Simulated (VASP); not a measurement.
Method: PBE GGA, VASP's PBE PAW potentials (set 64) (plane waves; VASP).

Input for VASP

KPOINTS:
```
Automatic mesh
0
Gamma
9 9 9
0 0 0
```

INCAR:
```
SYSTEM = NiSi2
PREC = Accurate; ENCUT = 475; LREAL = F
LASPH = T
EDIFF = 1E-6; NELM = 100; ALGO = Normal
LMAXMIX = 4
ISMEAR = 1; SIGMA = 0.1
GGA = PE
ISIF = 2
LWAVE = F; LCHARG = F
```

### POSCAR
```
NiSi2
2.773030
  0.0000000000   1.0000000000   0.9988254725
  0.9967933993   0.0000000000   0.9988254725
  0.9967933993   1.0000000000   0.0000000000
Si Ni
2 1
Cartesian
  0.4983966996   0.5000000000   0.4994127362
  1.4951900989   1.5000000000   1.4982382087
  0.0144913824   0.0000000000  -0.0000000000
```

POTCAR, in this order: Si Ni (PBE.64 set). Program: vasp_std.

What does the run give for the energy per atom (σ→0), pressure, largest force, band gap (on the k-mesh)?

| Quantity | Value |
|---|---|
| energy per atom (σ→0) | -5.776 eV/atom |
| band gap (on the k-mesh) | none (metal, semimetal or under 0.01 eV) |
| pressure | -6.22 GPa |
| largest force | 0.305 eV/Å |

**OSZICAR**
```
...
DAV:   8    -0.173563993960E+02    0.15349E+00   -0.24812E+00  4715   0.276E+01    0.225E+00
DAV:   9    -0.173282739126E+02    0.28125E-01   -0.23391E-01  4168   0.804E+00    0.519E-01
DAV:  10    -0.173280560593E+02    0.21785E-03   -0.44215E-03  4365   0.771E-01    0.317E-01
DAV:  11    -0.173280784753E+02   -0.22416E-04   -0.86493E-04  3970   0.374E-01    0.334E-02
DAV:  12    -0.173281101829E+02   -0.31708E-04   -0.53672E-05  4053   0.836E-02    0.239E-02
DAV:  13    -0.173281137829E+02   -0.36000E-05   -0.38195E-05  3894   0.119E-01    0.114E-02
DAV:  14    -0.173281141969E+02   -0.41406E-06   -0.19160E-06  3247   0.206E-02
   1 F= -.17328114E+02 E0= -.17328359E+02  d E =0.734689E-03
```

The compound is NiSi2 in the fluorite structure. The cell was not relaxed at this level, atoms are displaced from their ideal sites. The run is one of a series of settings (ENCUT = 475 against the base run), some of them coarse on purpose. The run is not spin-polarised, so no magnetic state was tried.
